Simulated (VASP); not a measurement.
VASP ran on this input.

POSCAR:
```
Cl
1
    2.2400000000    -3.1200000000     0.0000000000
    2.2400000000     3.1200000000     0.0000000000
    0.0000000000     0.0000000000     8.2600000000
Cl
4
Direct
  0.8770000000   0.8770000000   0.8970000000
  0.6230000000   0.6230000000   0.3970000000
  0.3770000000   0.3770000000   0.6030000000
  0.1230000000   0.1230000000   0.1030000000
```

File KPOINTS:
```
Automatic mesh
0
Gamma
7 7 4
0 0 0
```

### INCAR
```
ALGO  =  Normal
EDIFF  =  1E-6
ENCUT  =  300
GGA  =  PE
ISIF  =  2
ISMEAR  =  0
LASPH  =  .True.
LCHARG  =  .False.
LREAL  =  .False.
LWAVE  =  .False.
NELM  =  100
PREC  =  Accurate
SIGMA  =  0.02
SYSTEM  =  Cl
```

POTCAR, in this order: Cl (PBE.64 set). Program: vasp_std.

Q: Translate this PBE calculation to Ansatz.

A: One equivalent input (not run):
Ansatz 0.2 input:
```yaml
crystal:
  lattice:
    - [2.2400000, -3.1200000, 0.0000000]
    - [2.2400000, 3.1200000, 0.0000000]
    - [0.0000000, 0.0000000, 8.2600000]
  atoms:
    - { symbol: Cl, position: [0.8770000, 0.8770000, 0.8970000] }
    - { symbol: Cl, position: [0.6230000, 0.6230000, 0.3970000] }
    - { symbol: Cl, position: [0.3770000, 0.3770000, 0.6030000] }
    - { symbol: Cl, position: [0.1230000, 0.1230000, 0.1030000] }
kpoints:
  mp_grid: { grid: [7, 7, 4] }
hamiltonian:
  xc: pbe
  pseudopotentials: { kind: paw }
scf:
  occupations: { method: gaussian, width: 0.02 }
  max_iter: 100
output: { forces: true, stress: true, eigenvalues: true }
```
What does not carry over: each code has its own PAW files, so the cut-off isn't converted (ENCUT is set for VASP's; basis.ecutwfc is left out, and Ansatz then takes the one that its files recommend); Ansatz stops its SCF on the density residual and VASP on the energy change (EDIFF).

The structure is a typed Cl crystal. The cell was not relaxed at this level.
